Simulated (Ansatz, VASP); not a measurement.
# Ge13H15 (Ge wire along [111], 26 atoms a period, H-terminated) in two plane-wave programs, part 3 of 3

Wanted: the spread between two codes on one cell, functional and k mesh. Of the first pair: The structure shown is the start of the Ansatz relaxation below; VASP solves that cell, so the two are compared at the walk's first step.

VASP 6.6.1 and Ansatz 0.2.0.

So far. Step 4 (Differences): The forces differ by 11 meV/Å r.m.s., which is 5.7 % of the r.m.s. force of 0.191 eV/Å (both taken over all components).

## Step 6: VASP: single point, PBE, relaxed cell, pair 2

Level of this step: PBE; plane waves and PAW (Ge_d, H) (VASP).

The same cell, functional, mesh and smearing now go to VASP, with its own data sets.

The input, INCAR:

```
SYSTEM = Ge13H15
PREC = Accurate
ENCUT = 500
EDIFF = 1E-06
NELM = 120
ISMEAR = -1
SIGMA = 0.05
LREAL = Auto
ALGO = Normal
GGA = PE
NBANDS = 240
LORBIT = 11
LWAVE = .FALSE.
LCHARG = .FALSE.
ISIF = 2
LASPH = .TRUE.
GGA_COMPAT = .FALSE.
EFERMI = MIDGAP
KPAR = 4
```

The input, POSCAR:

```
Ge13H15
1.0
   17.4930000000      0.0000000000      0.0000000000
    0.0000000000     16.7960000000      0.0000000000
    0.0000000000      0.0000000000      9.8771418008
Ge H
26 30
Direct
    0.3835475171      0.4299812173      0.9986429308
    0.5000000000      0.6400512040      0.9986430315
    0.3856435410      0.4312395487      0.2488745324
    0.5000000000      0.6375296523      0.2488757477
    0.6143564590      0.4312395487      0.2488745324
    0.3856435410      0.5687660877      0.3344588009
    0.5000000000      0.3624759841      0.3344575856
    0.6143564590      0.5687660877      0.3344588009
    0.3835475171      0.5700244191      0.5846904024
    0.5000000000      0.3599544324      0.5846903017
    0.6164524829      0.5700244191      0.5846904024
    0.2644799236      0.5096348585      0.6687578946
    0.3902489288      0.2827541551      0.6687595505
    0.3742271374      0.7076149362      0.6687569172
    0.5000000000      0.5000012676      0.6665424949
    0.6257728626      0.7076149362      0.6687569172
    0.6097510712      0.2827541551      0.6687595505
    0.7355200764      0.5096348585      0.6687578946
    0.2644799236      0.4903707779      0.9145754386
    0.3742271374      0.2923907003      0.9145764161
    0.3902489288      0.7172514813      0.9145737827
    0.5000000000      0.5000043688      0.9167908383
    0.6097510712      0.7172514813      0.9145737827
    0.6257728626      0.2923907003      0.9145764161
    0.7355200764      0.4903707779      0.9145754386
    0.6164524829      0.4299812173      0.9986429308
    0.3132563959      0.6122928259      0.2809546975
    0.5000000000      0.2754218888      0.2809539467
    0.6867436042      0.6122928259      0.2809546975
    0.3132563959      0.3877128105      0.3023786358
    0.5000000000      0.7245837476      0.3023793866
    0.6867436042      0.3877128105      0.3023786358
    0.1984102140      0.5664495202      0.6293086251
    0.2490788165      0.4290036117      0.5989968391
    0.3155061564      0.3091822038      0.5989889042
    0.2939508440      0.7388014507      0.6293003959
    0.4044555237      0.1947529634      0.6293121104
    0.4335769364      0.7618164281      0.5989952878
    0.5664230636      0.7618164281      0.5989952878
    0.5955444764      0.1947529634      0.6293121104
    0.7060491560      0.7388014507      0.6293003959
    0.6844938436      0.3091822038      0.5989889042
    0.7509211835      0.4290036117      0.5989968391
    0.8015897860      0.5664495202      0.6293086251
    0.1984102140      0.4335561162      0.9540247082
    0.2490788165      0.5710020247      0.9843364941
    0.2939508440      0.2612041857      0.9540329374
    0.3155061564      0.6908234326      0.9843444291
    0.4044555237      0.8052526730      0.9540212229
    0.4335769364      0.2381892084      0.9843380455
    0.5664230636      0.2381892084      0.9843380455
    0.5955444764      0.8052526730      0.9540212229
    0.6844938436      0.6908234326      0.9843444291
    0.7060491560      0.2612041857      0.9540329374
    0.7509211835      0.5710020247      0.9843364941
    0.8015897860      0.4335561162      0.9540247082
```

The input, KPOINTS:

```
Automatic mesh
0
Gamma
1 1 9
0 0 0
```

Potentials, in the order of the species: Ge_d and H (PBE family, release 64).

Run with:

```console
$ mpirun -np 8 vasp_std
```

Numbers of over 12 decimals in the logs are rounded to 6 here.

The program printed:

```text
[banner, memory and clock lines left out]
running    8 mpi-ranks, on    1 nodes
[...]
[... a notice as in an earlier step ...]

 LDA part: xc-table for (Slater+PW92), standard interpolation
 POSCAR, INCAR and KPOINTS ok, starting setup
[...]
entering main loop
       N       E                     dE             d eps       ncg     rms          rms(c)
DAV:   1     0.407353751318E+04    0.40735E+04   -0.17953E+05  2600   0.213E+03
DAV:   2     0.521290066671E+03   -0.35522E+04   -0.34429E+04  3176   0.498E+02
DAV:   3    -0.161716088054E+03   -0.68301E+03   -0.67005E+03  3336   0.215E+02
DAV:   4    -0.218786252325E+03   -0.57070E+02   -0.56707E+02  2736   0.681E+01
[...]
DAV:  24    -0.212722339482E+03   -0.72002E-05   -0.58427E-07  1768   0.646E-03    0.496E-04
DAV:  25    -0.212722341412E+03   -0.19301E-05   -0.32391E-07  1760   0.400E-03    0.422E-04
DAV:  26    -0.212722341930E+03   -0.51773E-06   -0.16073E-07  1784   0.298E-03
   1 F= -.21272234E+03 E0= -.21272234E+03  d E =-.499276E-10
```

Parts of OUTCAR (step 6):

```text
  Total       -1.3541882     -1.3760572     -1.0320746      0.0000000      0.0004910      0.0000000
  in kB       -0.7476325     -0.7597061     -0.5697971      0.0000000      0.0002711      0.0000000
  external PRESSURE =      -0.6923786 kB  Pullay stress =       0.0000000 kB

 POSITION                                       TOTAL-FORCE (eV/Angst)
 -----------------------------------------------------------------------------------
      6.70940      7.22196      9.86374         0.015488      0.010979     -0.004995
      8.74650     10.75030      9.86374        -0.000000     -0.016149     -0.004885
      6.74606      7.24310      2.45817        -0.023199     -0.015093      0.001244
      8.74650     10.70795      2.45818        -0.000000      0.025234      0.001495
     10.74694      7.24310      2.45817         0.023199     -0.015093      0.001244
      6.74606      9.55300      3.30350        -0.023199      0.015093     -0.001244
      8.74650      6.08815      3.30348        -0.000000     -0.025234     -0.001495
     10.74694      9.55300      3.30350         0.023199      0.015093     -0.001244
      6.70940      9.57413      5.77507         0.015488     -0.010979      0.004995
      8.74650      6.04579      5.77507        -0.000000      0.016149      0.004885
     10.78360      9.57413      5.77507        -0.015488     -0.010979      0.004995
      4.62655      8.55983      6.60542        -0.014978     -0.008765     -0.021173
      6.82662      4.74914      6.60543        -0.015667     -0.007239     -0.020574
      6.54636     11.88510      6.60541         0.000410      0.019763     -0.020612
[...]
-----------------------------------------------------------------------------------
    total drift:                               -0.000000      0.000009      0.000006

  FREE ENERGIE OF THE ION-ELECTRON SYSTEM (eV)
  ---------------------------------------------------
  free  energy   TOTEN  =      -212.7223419295 eV

  energy  without entropy=     -212.7223419295  energy(sigma->0) =     -212.72234193

[... 1 part as in an earlier step ...]

[... 2 further parts left out ...]
[key lines of the parts left out:]
E-fermi :  -2.0050
```

## Step 7: Differences

What differs besides the data sets and the points named for the pairs above, as far as they apply: the cutoff is 420 eV in Ansatz and 500 eV in VASP (PREC = Accurate, projectors in real space). Total energies have different zeros and are not compared.

Compared:

| quantity | Ansatz | VASP | difference |
| --- | --- | --- | --- |
| pressure (GPa) | 0.01 | -0.07 | +0.07 |
| gap on the k mesh (eV) | 2.430 | 2.435 | -0.005 |

At this near-relaxed geometry the largest component of a force difference is 26 meV/Å. A gap on the mesh is an upper bound, since the band edges may lie between its points.

## Step 8: Results

```yaml
r_m_s_force_difference_single_point_pbe_start_cell_pair_1: 11 meV/Å
r_m_s_force_difference_single_point_pbe_relaxed_cell_pair_2: 15 meV/Å
```

What this shows: The r.m.s. force difference is 15 meV/Å (single point, PBE, relaxed cell, pair 2), beyond the 12 meV/Å picked in this series as the mark of a large difference. What causes the difference of the single point, PBE, relaxed cell, pair 2 pair stays open here. How closely two codes agree says nothing of how well the functional describes the real material.

[Lines on the potential files, build, host, timing and source positions are cut from VASP's logs without a mark.]

[Logs are printed without paths, hosts, clocks, repeated set-up lines and the standing remarks that a program may print on its own settings, such as how far it seeks lower states.]

[Hosts, paths, dates, database ids (printed as entryN), source tags and the programs' standing remarks are cut or masked in the printed files.]
